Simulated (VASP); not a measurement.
Given:

```
PbO2
1.0
    5.16821     0.00000     0.00000
    0.00000     5.16821     0.00000
    0.00000     0.00000     3.52304
Pb O
2 4
Direct
  0.00000   0.00000   0.00000
  0.50000   0.50000   0.50000
  0.30778   0.30778   0.00000
  0.80778   0.19222   0.50000
  0.19222   0.80778   0.50000
  0.69222   0.69222   0.00000
```

Computed with PBE GGA, VASP's PBE PAW potentials (set 64) (plane waves; VASP). Run with 520 eV cut-off, 5×5×7 Γ-centred mesh, Gaussian smearing of 0.050 eV, potentials Pb_d O.

Task: The ions and cell shape at fixed volume are relaxed. Which structure does the run end with?

Result: 
```
PbO2
1.0
    5.22032     0.00000     0.00000
    0.00000     5.22032     0.00000
    0.00000     0.00000     3.45305
Pb O
2 4
Cartesian
  0.00000   0.00000   0.00000
  2.61016   2.61016   1.72652
  1.61689   1.61689   3.45305
  4.22705   0.99327   1.72652
  0.99327   4.22705   1.72652
  3.60343   3.60343   0.00000
```
Space group P4_2/mnm (136), at a tolerance of 0.03 Å.

Task: How much energy does the relaxation gain?

Result: The energy (σ→0) changes by -3.2 meV/atom, in 6 ionic steps.

The compound is PbO2 in the rutile structure. This cell is one point of a volume scan, at 1.06 of the reference volume. Symmetry was kept, so distortions that lower it aren't found.
